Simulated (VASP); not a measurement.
The input files of a VASP run:

### POSCAR
```
TaP
1
    3.6010000000     0.0000000000     0.0000000000
    0.0000000000     3.6010000000     0.0000000000
    0.0000000000     0.0000000000     3.6010000000
Ta P
1 1
Direct
  0.0000000000   0.0000000000   0.0000000000
  0.5000000000   0.5000000000   0.5000000000
```

INCAR:
```
SYSTEM = TaP
PREC = Accurate
ENCUT = 400
EDIFF = 1E-6
NELM = 100
ALGO = Normal
LREAL = .FALSE.
LASPH = .TRUE.
ISMEAR = 1
SIGMA = 0.1
GGA = PS
LMAXMIX = 6
LWAVE = .FALSE.
LCHARG = .FALSE.
IBRION = 2
ISIF = 3
NSW = 60
EDIFFG = -0.01
```

KPOINTS:
```
Automatic mesh
0
Gamma
9 9 9
0 0 0
```

POTCAR, in this order: Ta_pv P (PBE.64 set). Program: vasp_std.

Question: Translate this PBEsol calculation to Ansatz.

Answer: One equivalent input (not run):
Ansatz 0.2 input:
```yaml
crystal:
  lattice:
    - [3.6010000, 0.0000000, 0.0000000]
    - [0.0000000, 3.6010000, 0.0000000]
    - [0.0000000, 0.0000000, 3.6010000]
  atoms:
    - { symbol: Ta, position: [0.0000000, 0.0000000, 0.0000000] }
    - { symbol: P, position: [0.5000000, 0.5000000, 0.5000000] }
kpoints:
  mp_grid: { grid: [9, 9, 9] }
hamiltonian:
  xc: pbesol
  pseudopotentials: { kind: paw }
scf:
  occupations: { method: methfessel_paxton, width: 0.1 }
  max_iter: 100
relax:
  max_steps: 60
  f_tol: 0.01
  cell: {}
output: { forces: true, stress: true, eigenvalues: true }
```
Limits of the translation: each code has its own PAW files, so the cut-off isn't converted (ENCUT is set for VASP's; basis.ecutwfc is left out, and Ansatz then takes the one that its files recommend); Ansatz stops its SCF on the density residual and VASP on the energy change (EDIFF).

The structure was generated: TaP was put into the CsCl type type (Pm-3m), which need not be its known phase. This run relaxes it. Symmetry was kept, so distortions that lower it aren't found.
